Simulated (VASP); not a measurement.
OSZICAR of a VASP run on CdSe (wurtzite):

OSZICAR:
```
       N       E                     dE             d eps       ncg     rms          rms(c)
DAV:   1     0.179709407338E+03    0.17971E+03   -0.17416E+04   440   0.150E+03
DAV:   2    -0.665455893028E+02   -0.24625E+03   -0.24159E+03   494   0.355E+02
DAV:   3    -0.802616317407E+02   -0.13716E+02   -0.13639E+02   530   0.836E+01
DAV:   4    -0.803852376747E+02   -0.12361E+00   -0.12354E+00   470   0.769E+00
DAV:   5    -0.803862893795E+02   -0.10517E-02   -0.10516E-02   530   0.653E-01    0.860E+00
DAV:   6    -0.741144489348E+02    0.62718E+01   -0.67498E+00   500   0.347E+01    0.989E+00
DAV:   7    -0.721052132538E+02    0.20092E+01   -0.64390E-01   440   0.849E+00    0.726E+00
DAV:   8    -0.724620751131E+02   -0.35686E+00   -0.60142E-01   440   0.800E+00    0.745E-01
DAV:   9    -0.699041612688E+02    0.25579E+01   -0.12234E+00   446   0.789E+00    0.814E-01
DAV:  10    -0.700516167386E+02   -0.14746E+00   -0.71614E-02   452   0.232E+00    0.790E-01
DAV:  11    -0.700480954422E+02    0.35213E-02   -0.66239E-03   512   0.743E-01    0.886E-01
DAV:  12    -0.702374390998E+02   -0.18934E+00   -0.55568E-02   464   0.138E+00    0.369E-01
DAV:  13    -0.706098713474E+02   -0.37243E+00   -0.26106E-01   476   0.324E+00    0.443E-01
DAV:  14    -0.706049576842E+02    0.49137E-02   -0.63762E-02   470   0.210E+00    0.293E-01
DAV:  15    -0.706182871054E+02   -0.13329E-01   -0.76201E-03   464   0.683E-01    0.956E-02
DAV:  16    -0.706260233887E+02   -0.77363E-02   -0.41754E-03   464   0.387E-01    0.957E-02
DAV:  17    -0.706295803019E+02   -0.35569E-02   -0.11259E-03   440   0.325E-01    0.638E-02
DAV:  18    -0.706308056334E+02   -0.12253E-02   -0.29227E-03   458   0.433E-01    0.410E-02
DAV:  19    -0.706316458415E+02   -0.84021E-03   -0.46804E-04   440   0.199E-01    0.297E-02
DAV:  20    -0.706315269062E+02    0.11894E-03   -0.16830E-04   458   0.113E-01    0.216E-02
DAV:  21    -0.706316323714E+02   -0.10547E-03   -0.10647E-04   446   0.103E-01    0.113E-02
DAV:  22    -0.706316674800E+02   -0.35109E-04   -0.24678E-05   452   0.373E-02    0.101E-02
DAV:  23    -0.706316744311E+02   -0.69511E-05   -0.60060E-06   424   0.196E-02    0.970E-03
DAV:  24    -0.706316748139E+02   -0.38276E-06   -0.66821E-07   250   0.586E-03
   1 F= -.70631675E+02 E0= -.70631675E+02  d E =-.706317E+02
       N       E                     dE             d eps       ncg     rms          rms(c)
DAV:   1    -0.706472624970E+02   -0.15588E-01   -0.40459E-01   464   0.675E+00    0.983E-01
DAV:   2    -0.706330469607E+02    0.14216E-01   -0.40531E-02   446   0.257E+00    0.334E-01
DAV:   3    -0.706324705897E+02    0.57637E-03   -0.36500E-03   470   0.572E-01    0.300E-01
DAV:   4    -0.706307060120E+02    0.17646E-02   -0.21072E-03   440   0.378E-01    0.601E-02
DAV:   5    -0.706317397185E+02   -0.10337E-02   -0.17534E-03   440   0.377E-01    0.243E-02
DAV:   6    -0.706320048742E+02   -0.26516E-03   -0.68539E-04   440   0.238E-01    0.176E-02
DAV:   7    -0.706321805532E+02   -0.17568E-03   -0.53991E-05   476   0.708E-02    0.605E-03
DAV:   8    -0.706321870686E+02   -0.65154E-05   -0.25684E-06   408   0.139E-02    0.377E-03
DAV:   9    -0.706322023590E+02   -0.15290E-04   -0.10596E-05   440   0.312E-02    0.119E-03
DAV:  10    -0.706322027113E+02   -0.35230E-06   -0.41274E-07   256   0.682E-03
   2 F= -.70632203E+02 E0= -.70632203E+02  d E =-.527897E-03
```

Problem. Which electronic solver shows in the log?

Solution. It is blocked Davidson (ALGO = Normal, or the opening steps of other solvers). The INCAR had ALGO = Normal.

Problem. Can the final energy be trusted as converged?

Solution. The calculation finished and met its thresholds. It stopped with EDIFF = 1E-6, NELM = 100, NSW = 60 and EDIFFG = -0.02 after 2 ionic steps (r2SCAN+rVV10, plane waves, VASP's PBE PAW potentials (set 64)).

The compound is CdSe in the wurtzite structure. This run relaxes it. Symmetry was kept, so distortions that lower it aren't found.
